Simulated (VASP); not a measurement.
# SiC: structure and properties in VASP

Aim: relax SiC, then compute properties on the relaxed cell. The steps: full relaxation (PBE), second relaxation, density, ELF and potential (PBE), band structure (PBE), total and projected DOS (PBE), electric field gradients (PBE), volume scan with PBE, fit for PBE and bands along the symmetry lines (PBE), changed input. The start is a cell from a database of measured crystal structures.

Program: VASP 6.6.1. Level of theory: PBE; plane waves and PAW (Si, C). Results are calculated unless marked as measured.

This is a report of a sequence of runs, with most program output left out.

## 1. Set-up

Before any relaxation, the start is as follows. The structure is hexagonal, space group P6_3mc (No. 186). Conventional cell: a = 3.079 Å, b = 3.079 Å, c = 20.146 Å, α = 90.00°, β = 90.00°, γ = 120.00°. Nearest to Si lie 4 C at 1.88 to 1.89 Å. Si has 4 C at 1.88 to 1.89 Å nearest. C has 4 Si at 1.88 to 1.89 Å nearest. Nearest to C lie 4 Si at 1.88 to 1.89 Å. Farther neighbours are not listed.

## 2. Full relaxation (PBE)

Properties are meant for the cell that this level of theory prefers, so cell and atoms are relaxed first (ISIF = 3) until forces and stress are small; EDIFFG sets the threshold. PBE, the usual starting point, adds the gradient of the density.

File INCAR:

```
SYSTEM = SiC
PREC = Accurate
ENCUT = 520
EDIFF = 1E-06
NELM = 100
ISMEAR = 0
SIGMA = 0.05
LREAL = .FALSE.
ALGO = Normal
GGA = PE
NBANDS = 48
LORBIT = 11
LWAVE = .FALSE.
LCHARG = .FALSE.
KPAR = 8
IBRION = 2
NSW = 60
ISIF = 3
EDIFFG = -0.01
```

File POSCAR:

```
SiC
1.0
    3.0790000000      0.0000000000      0.0000000000
   -1.5395000000      2.6664922183      0.0000000000
    0.0000000000      0.0000000000     20.1460000000
Si C
8 8
Direct
    0.3333333333      0.6666666667      0.2500000000
    0.6666666667      0.3333333333      0.7500000000
    0.3333333333      0.6666666667      0.6250000000
    0.6666666667      0.3333333333      0.1250000000
    0.0000000000      0.0000000000      0.0000000000
    0.0000000000      0.0000000000      0.5000000000
    0.3333333333      0.6666666667      0.8750000000
    0.6666666667      0.3333333333      0.3750000000
    0.3333333333      0.6666666667      0.9690000000
    0.6666666667      0.3333333333      0.4690000000
    0.0000000000      0.0000000000      0.0940000000
    0.0000000000      0.0000000000      0.5940000000
    0.3333333333      0.6666666667      0.3440000000
    0.6666666667      0.3333333333      0.8440000000
    0.3333333333      0.6666666667      0.7190000000
    0.6666666667      0.3333333333      0.2190000000
```

File KPOINTS:

```
Automatic mesh
0
Gamma
8 8 2
0 0 0
```

Potentials, in the order of the species: Si and C (PBE family, release 64).

The run is started by

```bash
$ mpirun -np 8 vasp_std
```

Wall time 75 s (8 MPI ranks of AMD EPYC 9R14 (Zen 4), shared host); peak memory 3 GiB; 8.9 min of CPU time.

The gap is read on the k-mesh alone, so it is an upper bound where the band edges lie off the mesh. The run keeps the 12 symmetry operations of its start, so it cannot find a distortion of lower symmetry.

Step by step:

```
step  energy less that of the first step (eV)  largest force (eV/Å)  pressure (GPa)  volume (Å³)
   1                                   0.0000                0.1568            3.35       165.40
   2                                   0.0017                0.1193           -3.26       170.64
   3                                  -0.0280                0.0318            0.00       167.95
   4                                  -0.0281                0.0251           -0.03       167.98
   5                                  -0.0281                0.0217           -0.03       167.97
   6                                  -0.0282                0.0098            0.01       167.95
```

| conventional cell, symmetrised | before | after | change |
| --- | --- | --- | --- |
| a (Å) | 3.079 | 3.095 | +0.5 % |
| b (Å) | 3.079 | 3.095 | +0.5 % |
| c (Å) | 20.146 | 20.242 | +0.5 % |
| volume (Å³/atom) | 10.34 | 10.50 | +1.5 % |

Final coordinates:

```xyz
16
Lattice="3.0952 0.0000 0.0000 -1.5476 2.6805 0.0000 0.0000 0.0000 20.2425" Properties=species:S:1:pos:R:3 pbc="T T T"
Si    0.0000    1.7870    5.0628
Si    1.5476    0.8935   15.1840
Si    0.0000    1.7870   12.6518
Si    1.5476    0.8935    2.5306
Si    0.0000    0.0000    0.0020
Si    0.0000    0.0000   10.1232
Si    0.0000    1.7870   17.7157
Si    1.5476    0.8935    7.5945
C     0.0000    1.7870   19.6129
C     1.5476    0.8935    9.4917
C     0.0000    0.0000    1.9002
C     0.0000    0.0000   12.0214
C     0.0000    1.7870    6.9657
C     1.5476    0.8935   17.0869
C     0.0000    1.7870   14.5488
C     1.5476    0.8935    4.4276
```

This step gave:

```
electrons                       : 64
bands                           : 48
irreducible k-points            : 20
symmetry operations             : 12
free energy (TOTEN)             : -120.4907 eV
Fermi energy                    : 8.209 eV
pressure                        : 0.009661 GPa
metallic                        : no
valence top at k                : 0, 0, 0
conduction bottom at k          : 0.5, 0, 0
least direct gap at k           : 0.5, 0, 0
SCF cycles over all ionic steps : 42
gap on the k-mesh               : 1.775 eV
least direct gap on the k-mesh  : 2.860 eV
```

It ends with a largest force of 0.010 eV/Å and a pressure of 0.01 GPa. The volume lies +1.5 % from that of the database's start.

## 3. Second relaxation

A relaxation keeps the plane waves of the cell it began with, so it is repeated from the new cell, on a basis made for it.

INCAR is that of step 2.

File POSCAR:

```
SiC
1.0
    3.0951883398      0.0000000000      0.0000000000
   -1.5475941699      2.6805117318      0.0000000000
    0.0000000000      0.0000000000     20.2424600926
Si C
8 8
Direct
    0.3333333333      0.6666666667      0.2501058413
    0.6666666667      0.3333333333      0.7501058413
    0.3333333333      0.6666666667      0.6250128476
    0.6666666667      0.3333333333      0.1250128476
    0.0000000000      0.0000000000      0.0000970167
    0.0000000000      0.0000000000      0.5000970167
    0.3333333333      0.6666666667      0.8751755169
    0.6666666667      0.3333333333      0.3751755169
    0.3333333333      0.6666666667      0.9688982207
    0.6666666667      0.3333333333      0.4688982207
    0.0000000000      0.0000000000      0.0938727303
    0.0000000000      0.0000000000      0.5938727303
    0.3333333333      0.6666666667      0.3441112040
    0.6666666667      0.3333333333      0.8441112040
    0.3333333333      0.6666666667      0.7187266224
    0.6666666667      0.3333333333      0.2187266224
```

KPOINTS is that of step 2.

The run is started by

```bash
$ mpirun -np 8 vasp_std
```

Run time: 22 s. Hardware: 8 MPI ranks; peak memory 2.8 GiB; 2.9 min of CPU time.

Little changed from the start: no atom moved by 0.005 Å and no cell edge by 0.1 %.

Numbers from this step:

```yaml
free_energy_toten: -120.4915 eV
fermi_energy: 8.210 eV
pressure: 0.005872 GPa
scf_cycles_over_all_ionic_steps: 14
```

It ends with a largest force of 0.010 eV/Å and a pressure of 0.01 GPa. The volume moved by under 0.01 %: the run met its threshold at the first step.

## 4. Density, ELF and potential (PBE)

A single point on the relaxed cell gives a clean self-consistent state, with density, ELF and potential written out.

INCAR: that of step 3 with these lines changed.

```diff
@@ -13,7 +13,5 @@
 LWAVE = .FALSE.
-LCHARG = .FALSE.
-KPAR = 8
-IBRION = 2
-NSW = 60
-ISIF = 3
-EDIFFG = -0.01
+LCHARG = .TRUE.
+ISIF = 2
+LELF = .TRUE.
+LVHAR = .TRUE.
```

POSCAR is that of step 3.

KPOINTS is that of step 3.

The run is started by

```bash
$ mpirun -np 8 vasp_std
```

It took 19 s on 8 MPI ranks; peak memory 1.1 GiB; 2.4 min of CPU time.

Numbers from this step:

| Quantity | Value |
| --- | --- |
| SCF cycles | 14 |

Valence electrons inside each PAW sphere by angular momentum. Sphere charges, by row:

| atom | s (e) | p (e) | d (e) | tot (e) |
| --- | --- | --- | --- | --- |
| Si1 | 0.706 | 0.96 | 0 | 1.666 |
| Si2 | 0.706 | 0.96 | 0 | 1.666 |
| Si3 | 0.706 | 0.961 | 0 | 1.668 |
| Si4 | 0.706 | 0.961 | 0 | 1.668 |
| Si5 | 0.706 | 0.961 | 0 | 1.668 |
| Si6 | 0.706 | 0.961 | 0 | 1.668 |
| Si7 | 0.707 | 0.958 | 0 | 1.665 |
| Si8 | 0.707 | 0.958 | 0 | 1.665 |
| C9 | 0.836 | 1.695 | 0 | 2.531 |
| C10 | 0.836 | 1.695 | 0 | 2.531 |
| C11 | 0.836 | 1.696 | 0 | 2.532 |
| C12 | 0.836 | 1.696 | 0 | 2.532 |
| C13 | 0.836 | 1.696 | 0 | 2.532 |
| C14 | 0.836 | 1.696 | 0 | 2.532 |
| C15 | 0.836 | 1.694 | 0 | 2.53 |
| C16 | 0.836 | 1.694 | 0 | 2.53 |

Electrostatic potential energy in the ac plane at fractional y = 0.333, with atoms of Si and C within 0.2 Å of it. With pseudopotentials it is smooth inside the atoms' cores, unlike the true potential.

Ten even steps from '_' (-64 eV) to '@' (3 eV), each cell a mean:
```
@@%%%%%%%%%%@@@@@@@@@@@@@@@@@@@@
@@@@@@@@@@@@@@@@@@@@@@@@@@@@@@@@
%%%%%%%%%%%%@@@@@@@@%%%%@@@@@@@@
@@@@%%%%%%@@@@%%++--++++--==##@@
@@@@@@@@@@@@@@@@%%##****##%%@@@@
%%@@@@@@@@@@%%**--________::++%%
@@@@@@@@@@@@%%##++--::::::==**%%
@@@@@@@@@@@@@@@@@@@@@@@@@@@@@@@@
%%%%%%%%%%%%@@@@@@@@@@@@@@@@@@@@
@@%%%%%%%%%%@@@@@@@@@@@@@@@@@@@@
@@@@@@@@@@@@@@@@@@@@@@@@@@@@@@@@
%%%%%%%%%%%%@@@@@@@@@@@@@@@@@@@@
@@%%%%%%%%@@@@%%++--++++--==##%%
@@@@@@@@@@@@@@@@%%##******%%@@@@
@@@@@@@@@@@@%%**--________::++%%
@@@@@@@@@@@@%%##++--::..::==**%%
@@@@@@@@@@@@@@@@@@@@@@@@@@@@@@@@
%%%%%%%%%%%%@@@@@@@@%%%%@@@@@@@@
@@%%%%%%%%@@@@%%++--++++--==##@@
@@@@@@@@@@@@@@@@%%##****##%%@@@@
%%@@@@@@@@@@%%**--________::++%%
@@@@@@@@@@@@%%##++--::::::==**%%
@@@@@@@@@@@@@@@@@@@@@@@@@@@@@@@@
%%%%%%%%%%%%@@@@@@@@@@@@@@@@@@@@
```
Columns run along a (3.1 Å; values clipped at the 3rd and 97th percentile), rows up along c (20.2 Å). Atoms in or near the plane, at fractional coordinates: Si at (0.67, 0.75), Si at (0.67, 0.13), Si at (0.67, 0.38), C at (0.67, 0.47), C at (0.67, 0.84), C at (0.67, 0.22).

ELF in the ac plane at fractional y = 0.333, with atoms of Si and C within 0.2 Å of it. It is the smooth field of the valence electrons, not physical close to the nuclei.

Ten even steps from '0' (0.03) to '9' (0.89), each cell a mean:
```
8999986420000136
3566542100000012
5433345555555555
8643578985214799
3100135789999876
5444455543333445
8777788763112578
3444443221111123
5666654210000123
8999987420000136
3566542100000012
5433345555555555
8643578985224799
3100135789999876
5444455543333445
8777788763112578
3455443211001122
5433345555555555
8643578985224789
3100135789999876
5444455543333445
8777788763113578
3444443221111123
5666654210000123
```
Columns run along a (3.1 Å), rows up along c (20.2 Å). Atoms in or near the plane, at fractional coordinates: Si at (0.67, 0.75), Si at (0.67, 0.13), Si at (0.67, 0.38), C at (0.67, 0.47), C at (0.67, 0.84), C at (0.67, 0.22).

Valence density in the ac plane at fractional y = 0.333, with atoms of Si and C within 0.2 Å of it. It is the smooth field of the valence electrons, not physical close to the nuclei.

Values in e/Å³, 24 rows by 16 columns, each cell a mean:
```
0.5 0.6 0.8 0.8 0.7 0.5 0.4 0.2 0.2 0.1 0.1 0.1 0.1 0.1 0.2 0.3
0.2 0.3 0.3 0.3 0.3 0.2 0.2 0.1 0.1 0.1 0.1 0.1 0.1 0.1 0.1 0.2
0.3 0.3 0.2 0.2 0.3 0.3 0.3 0.4 0.4 0.5 0.5 0.5 0.5 0.4 0.4 0.3
0.5 0.3 0.3 0.3 0.3 0.4 0.6 0.9 1.3 1.6 1.6 1.6 1.6 1.4 1.0 0.7
0.2 0.1 0.1 0.1 0.1 0.2 0.3 0.5 0.7 1.0 1.1 1.2 1.0 0.8 0.5 0.3
0.3 0.2 0.2 0.2 0.2 0.3 0.3 0.4 0.3 0.3 0.2 0.2 0.2 0.3 0.4 0.3
0.5 0.5 0.5 0.5 0.5 0.5 0.5 0.5 0.4 0.3 0.2 0.2 0.2 0.4 0.4 0.5
0.2 0.3 0.3 0.3 0.3 0.2 0.2 0.2 0.2 0.1 0.1 0.1 0.1 0.1 0.2 0.2
0.3 0.4 0.4 0.4 0.4 0.3 0.2 0.2 0.1 0.1 0.1 0.1 0.1 0.1 0.2 0.2
0.5 0.6 0.8 0.8 0.7 0.5 0.4 0.2 0.2 0.1 0.1 0.1 0.1 0.1 0.2 0.3
0.2 0.3 0.3 0.3 0.3 0.2 0.2 0.1 0.1 0.1 0.1 0.1 0.1 0.1 0.1 0.2
0.3 0.3 0.2 0.2 0.3 0.3 0.3 0.3 0.4 0.4 0.5 0.5 0.5 0.4 0.4 0.3
0.5 0.3 0.3 0.3 0.3 0.4 0.6 0.9 1.3 1.6 1.6 1.6 1.6 1.4 1.0 0.7
0.2 0.2 0.1 0.1 0.1 0.2 0.3 0.5 0.7 1.0 1.2 1.2 1.0 0.8 0.5 0.3
0.3 0.3 0.2 0.2 0.2 0.3 0.3 0.4 0.3 0.3 0.2 0.2 0.2 0.3 0.4 0.3
0.5 0.5 0.5 0.5 0.5 0.5 0.5 0.5 0.4 0.3 0.2 0.2 0.2 0.4 0.4 0.5
0.2 0.2 0.3 0.3 0.3 0.2 0.2 0.2 0.2 0.1 0.1 0.1 0.1 0.1 0.2 0.2
0.3 0.3 0.2 0.2 0.3 0.3 0.3 0.4 0.4 0.5 0.5 0.5 0.5 0.4 0.4 0.3
0.5 0.3 0.3 0.3 0.3 0.4 0.6 0.9 1.3 1.6 1.6 1.6 1.6 1.4 1.0 0.7
0.2 0.2 0.1 0.1 0.1 0.2 0.3 0.5 0.7 1.0 1.2 1.2 1.0 0.8 0.5 0.3
0.3 0.3 0.2 0.2 0.2 0.3 0.3 0.4 0.3 0.3 0.2 0.2 0.2 0.3 0.4 0.3
0.5 0.5 0.5 0.5 0.5 0.5 0.5 0.5 0.4 0.3 0.2 0.2 0.2 0.4 0.4 0.5
0.2 0.3 0.3 0.3 0.3 0.2 0.2 0.2 0.2 0.1 0.1 0.1 0.1 0.1 0.2 0.2
0.3 0.4 0.4 0.4 0.4 0.3 0.2 0.2 0.1 0.1 0.1 0.1 0.1 0.1 0.2 0.2
```
Columns run along a (3.1 Å), rows up along c (20.2 Å). Atoms in or near the plane, at fractional coordinates: Si at (0.67, 0.75), Si at (0.67, 0.13), Si at (0.67, 0.38), C at (0.67, 0.47), C at (0.67, 0.84), C at (0.67, 0.22).

In this run the pressure is 0.01 GPa, small enough to go on.

## 5. Band structure (PBE)

Levels along the symmetry lines show where the bands peak and cross; KPOINTS_OPT computes them in the converged potential.

File INCAR:

```
SYSTEM = SiC
PREC = Accurate
ENCUT = 520
EDIFF = 1E-06
NELM = 100
ISMEAR = 0
SIGMA = 0.05
LREAL = .FALSE.
ALGO = Normal
GGA = PE
NBANDS = 68
LORBIT = 11
LWAVE = .FALSE.
LCHARG = .FALSE.
KPAR = 8
```

POSCAR is that of step 4.

KPOINTS is that of step 4.

File KPOINTS_OPT:

```
Line mode
12
Line-mode
Reciprocal
  0.00000000   0.00000000   0.00000000 GAMMA
  0.50000000   0.00000000   0.00000000 M

  0.50000000   0.00000000   0.00000000 M
  0.33333333   0.33333333   0.00000000 K

  0.33333333   0.33333333   0.00000000 K
  0.00000000   0.00000000   0.00000000 GAMMA

  0.00000000   0.00000000   0.00000000 GAMMA
  0.00000000   0.00000000   0.50000000 A

  0.00000000   0.00000000   0.50000000 A
  0.50000000   0.00000000   0.50000000 L

  0.50000000   0.00000000   0.50000000 L
  0.33333333   0.33333333   0.50000000 H

  0.33333333   0.33333333   0.50000000 H
  0.00000000   0.00000000   0.50000000 A

  0.50000000   0.00000000   0.50000000 L
  0.50000000   0.00000000   0.00000000 M

  0.33333333   0.33333333   0.00000000 K
  0.33333333   0.33333333   0.50000000 H
```

The run is started by

```bash
$ mpirun -np 8 vasp_std
```

Elapsed: 1.7 min, on 8 MPI ranks; peak memory 4.2 GiB; 13 min of CPU time.

Numbers from this step:

```
bands                             : 68
Fermi energy                      : 8.288 eV
pressure                          : 0.004798 GPa
least gap on mesh and path        : 1.775 eV
least direct gap on mesh and path : 2.860 eV
```

The electronic bands at the labelled points (eV, zero at the valence-band top; v1 is the highest filled band, c1 the lowest empty one):

```
          point     v4     v3     v2     v1    c1    c2    c3    c4
              Γ  -0.18  -0.03   0.00   0.00  5.09  5.15  5.48  5.74
0.45 of the way  -0.80  -0.77  -0.55  -0.44  3.90  4.07  4.24  4.68
              M  -1.53  -1.49  -1.40  -1.08  1.77  1.96  2.84  3.10
0.45 of the way  -2.29  -1.97  -1.72  -1.50  2.68  3.10  3.86  4.24
              K  -2.46  -2.40  -2.14  -2.14  3.27  4.00  4.08  4.08
0.45 of the way  -1.91  -1.49  -1.00  -0.75  4.37  4.58  4.74  4.88
              Γ  -0.18  -0.03   0.00   0.00  5.09  5.15  5.48  5.74
0.55 of the way  -0.11  -0.11  -0.02  -0.02  5.09  5.14  5.51  5.67
              A  -0.05  -0.05  -0.05  -0.05  5.11  5.11  5.58  5.58
0.55 of the way  -0.95  -0.95  -0.71  -0.71  3.38  3.38  4.00  4.00
              L  -1.62  -1.62  -1.20  -1.20  1.90  1.90  2.89  2.89
0.45 of the way  -2.08  -2.08  -1.61  -1.61  2.84  2.84  4.14  4.14
              H  -2.59  -2.59  -2.00  -2.00  3.58  3.58  3.92  3.92
0.45 of the way  -1.76  -1.76  -0.86  -0.86  4.58  4.58  4.67  4.67
              A  -0.05  -0.05  -0.05  -0.05  5.11  5.11  5.58  5.58
      jump to L  -1.62  -1.62  -1.20  -1.20  1.90  1.90  2.89  2.89
0.45 of the way  -1.72  -1.47  -1.32  -1.12  1.82  1.95  2.85  3.00
              M  -1.53  -1.49  -1.40  -1.08  1.77  1.96  2.84  3.10
      jump to K  -2.46  -2.40  -2.14  -2.14  3.27  4.00  4.08  4.08
0.55 of the way  -2.64  -2.46  -2.05  -2.05  3.37  3.83  3.97  3.97
              H  -2.59  -2.59  -2.00  -2.00  3.58  3.58  3.92  3.92
```

Of the projections kept (Si, C), the largest for each band there; the rest of the weight can lie on other orbitals:

```csv
point,v4,v3,v2,v1,c1,c2,c3,c4
Γ,C 0.86,C 0.89,C 0.90,C 0.90,Si 0.59,Si 0.60,Si 0.59,Si 0.61
M,C 0.69,C 0.69,C 0.70,C 0.73,C 0.53,Si 0.54,Si 0.67,C 0.57
K,C 0.62,C 0.63,C 0.63,C 0.63,Si 0.61,C 0.63,C 0.51,C 0.51
Γ,C 0.86,C 0.89,C 0.90,C 0.90,Si 0.59,Si 0.60,Si 0.59,Si 0.61
A,C 0.88,C 0.88,C 0.88,C 0.88,Si 0.59,Si 0.59,Si 0.60,Si 0.60
L,C 0.69,C 0.69,C 0.72,C 0.72,C 0.52,C 0.52,Si 0.60,Si 0.60
```

The path finds the gap of the mesh within 0.02 eV, so the mesh comes close to both band edges.

## 6. Total and projected DOS (PBE)

Here the states are counted by energy and projected on the atoms. The mesh is finer than in the run before.

INCAR: that of step 5 with these lines changed.

```diff
@@ -5,3 +5,3 @@
 NELM = 100
-ISMEAR = 0
+ISMEAR = -5
 SIGMA = 0.05
@@ -15 +15,2 @@
 KPAR = 8
+NEDOS = 2001
```

POSCAR is that of step 5.

File KPOINTS:

```
Automatic mesh
0
Gamma
12 12 2
0 0 0
```

The run is started by

```bash
$ mpirun -np 8 vasp_std
```

Elapsed: 55 s, on 8 MPI ranks; peak memory 4 GiB.

This step gave:

```
irreducible k-points : 38
free energy (TOTEN)  : -120.4962 eV
Fermi energy         : 7.988 eV
pressure             : 0.002476 GPa
```

The density of states has structure finer than the step of the table below, so its rows give means over 0.5 eV, whole bins alone (the curve runs from -12.0 to 4.60 eV). Peaks (eV: height): total -10.43: 7.03, -7.26: 10.0, -2.80: 11.7, -2.15: 9.89; C p -7.26: 1.74, -2.80: 3.58, -1.50: 3.60; Si p -10.43: 0.801, -7.26: 0.618, -2.80: 2.08, -2.15: 1.71; Si s -7.26: 2.59; C s -10.43: 2.96, -6.70: 0.422.

States under -12.0 eV and over 4.6 eV are left out. The density of states by energy, zero at the valence-band top; means over each step; values in states/eV/cell:

| energy (eV) | total | C p | Si p | Si s | C s |
| --- | --- | --- | --- | --- | --- |
| -11.5 | 5.00 | 0.0637 | 0.357 | 0.605 | 1.72 |
| -11.0 | 4.68 | 0.0499 | 0.409 | 0.400 | 1.75 |
| -10.5 | 5.08 | 0.0280 | 0.551 | 0.180 | 2.11 |
| -10.0 | 0.155 | 3.7e-4 | 0.0178 | 0.00224 | 0.0679 |
| -9.5 | 0 | 0 | 0 | 0 | 0 |
| -9.0 | 0 | 0 | 0 | 0 | 0 |
| -8.5 | 0.191 | 0.0311 | 0.0188 | 0.0356 | 0.00444 |
| -8.0 | 2.23 | 0.369 | 0.202 | 0.448 | 0.0608 |
| -7.5 | 6.01 | 1.03 | 0.424 | 1.44 | 0.200 |
| -7.0 | 6.89 | 1.19 | 0.461 | 1.65 | 0.363 |
| -6.5 | 4.59 | 0.809 | 0.393 | 0.841 | 0.382 |
| -6.0 | 3.09 | 0.570 | 0.318 | 0.419 | 0.287 |
| -5.5 | 3.35 | 0.682 | 0.437 | 0.298 | 0.231 |
| -5.0 | 5.46 | 1.22 | 0.816 | 0.347 | 0.239 |
| -4.5 | 5.63 | 1.34 | 0.868 | 0.335 | 0.210 |
| -4.0 | 6.09 | 1.55 | 0.987 | 0.301 | 0.184 |
| -3.5 | 7.52 | 2.07 | 1.29 | 0.281 | 0.166 |
| -3.0 | 8.22 | 2.45 | 1.44 | 0.223 | 0.142 |
| -2.5 | 8.37 | 2.68 | 1.45 | 0.174 | 0.113 |
| -2.0 | 9.24 | 3.19 | 1.56 | 0.124 | 0.0894 |
| -1.5 | 9.14 | 3.42 | 1.42 | 0.0817 | 0.0662 |
| -1.0 | 6.12 | 2.46 | 0.835 | 0.0343 | 0.0299 |
| -0.5 | 3.48 | 1.51 | 0.364 | 0.0112 | 0.0141 |
| 0.0 | 0.675 | 0.311 | 0.0511 | 2.9e-4 | 4.2e-4 |
| 0.5 | 0 | 0 | 0 | 0 | 0 |
| 1.0 | 0 | 0 | 0 | 0 | 0 |
| 1.5 | 0 | 0 | 0 | 0 | 0 |
| 2.0 | 0.471 | 0.0196 | 0.0451 | 0.00619 | 0.0361 |
| 2.5 | 1.09 | 0.0585 | 0.106 | 0.0201 | 0.0748 |
| 3.0 | 1.80 | 0.116 | 0.171 | 0.0617 | 0.103 |
| 3.5 | 3.24 | 0.239 | 0.303 | 0.134 | 0.156 |
| 4.0 | 3.45 | 0.306 | 0.332 | 0.162 | 0.139 |

The gap on this mesh is 1.78 eV. In the top eV of the valence band the largest shares in the PAW spheres are C p 43 % and Si p 11 %. The rest lies in smaller channels or between the spheres.

## 7. Electric field gradients (PBE)

Field gradients probe how far the charge around each nucleus departs from cubic symmetry; LASPH keeps the non-spherical terms inside the spheres.

File INCAR:

```
SYSTEM = SiC
PREC = Accurate
ENCUT = 520
EDIFF = 1E-07
NELM = 100
ISMEAR = 0
SIGMA = 0.05
LREAL = .FALSE.
ALGO = Normal
GGA = PE
NBANDS = 48
LORBIT = 11
LWAVE = .FALSE.
LCHARG = .FALSE.
KPAR = 8
LEFG = .TRUE.
LASPH = .TRUE.
```

POSCAR is that of step 6.

File KPOINTS:

```
Automatic mesh
0
Gamma
8 8 2
0 0 0
```

The run is started by

```bash
$ mpirun -np 8 vasp_std
```

Elapsed: 30 s, on 8 MPI ranks; peak memory 2.9 GiB; 3.5 min of CPU time.

Numbers from this step:

* SCF cycles: 16
* bands: 48
* irreducible k-points: 20
* free energy (TOTEN): -120.4915 eV
* Fermi energy: 8.209 eV
* pressure: 0.004883 GPa

Electric field gradients, by row:

```csv
atom,Vxx (V/Å²),Vyy (V/Å²),Vzz (V/Å²),asymmetry
Si1,0.453,0.452,-0.905,0
Si2,0.453,0.452,-0.905,0
Si3,-0.787,-0.787,1.573,0
Si4,-0.787,-0.787,1.573,0
Si5,-0.595,-0.595,1.19,0
Si6,-0.595,-0.595,1.19,0
Si7,-1.02,-1.02,2.04,0
Si8,-1.02,-1.02,2.04,0
C9,-0.079,-0.078,0.157,0.004
C10,-0.079,-0.078,0.157,0.004
C11,-0.086,-0.085,0.171,0.003
C12,-0.086,-0.085,0.171,0.003
C13,-1.056,-1.055,2.111,0
C14,-1.056,-1.055,2.111,0
C15,-0.245,-0.244,0.489,0.001
C16,-0.245,-0.244,0.489,0.001
```

The largest gradient, 2.11 V/Å², sits on C13 and like sites; the stable nuclei of C have no quadrupole moment in their ground state, so NMR and NQR don't see it.

[end of part 1 of 2]

[Lines on the potential files, build, host, timing and source positions are cut from VASP's logs without a mark.]

[Logs are printed without paths, hosts, clocks, repeated set-up lines and the standing remarks that a program may print on its own settings, such as how far it seeks lower states.]

[Hosts, paths, dates, database ids (printed as entryN), source tags and the programs' standing remarks are cut or masked in the printed files.]

[A measured line is paired with the nearest computed mode of its activity, which favours agreement.]
